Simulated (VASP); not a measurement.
Here is the system:

```
AlNi
1.0
    2.86177     0.00000     0.00000
    0.00000     2.86177     0.00000
    0.00000     0.00000     2.86177
Al Ni
1 1
Direct
  0.50000   0.50000   0.50000
  0.00000   0.00000   0.00000
```

Method: r2SCAN meta-GGA, VASP's PBE PAW potentials (set 64) (plane waves; VASP). Run with 480 eV cut-off, 12×12×12 Γ-centred mesh, first-order Methfessel-Paxton smearing of 0.10 eV, potentials Al Ni.

**Question.** The ions, cell shape and volume at an external pressure of 2.0 GPa are relaxed. Predict the relaxed structure.

**Answer.** 
```
AlNi
1.0
    2.85170     0.00000     0.00000
    0.00000     2.85170     0.00000
    0.00000     0.00000     2.85170
Al Ni
1 1
Direct
  0.50000   0.50000   0.50000
  0.00000   0.00000   0.00000
```
Space group Pm-3m (221), at a tolerance of 0.03 Å.

**Question.** How do energy and volume change from the first to the last step?

**Answer.** The energy (σ→0) changes by +0.8 meV/atom and the volume by -1.1 %, in 3 ionic steps.

| step | E(σ→0) (eV) | max force (eV/Å) | pressure (GPa) | volume (Å³) |
|---|---|---|---|---|
| 1 | -20.0655 | 0.000 | 0.13 | 23.44 |
| 2 | -20.0600 | 0.000 | 3.76 | 22.98 |
| 3 | -20.0639 | 0.000 | 2.00 | 23.19 |

The compound is NiAl in the CsCl type structure. This run relaxes it under an external pressure of 2 GPa. Symmetry was kept, so distortions that lower it aren't found. The run is not spin-polarised, so no magnetic state was tried. The electron count is odd and the run is not spin-polarised, which forces a metal.
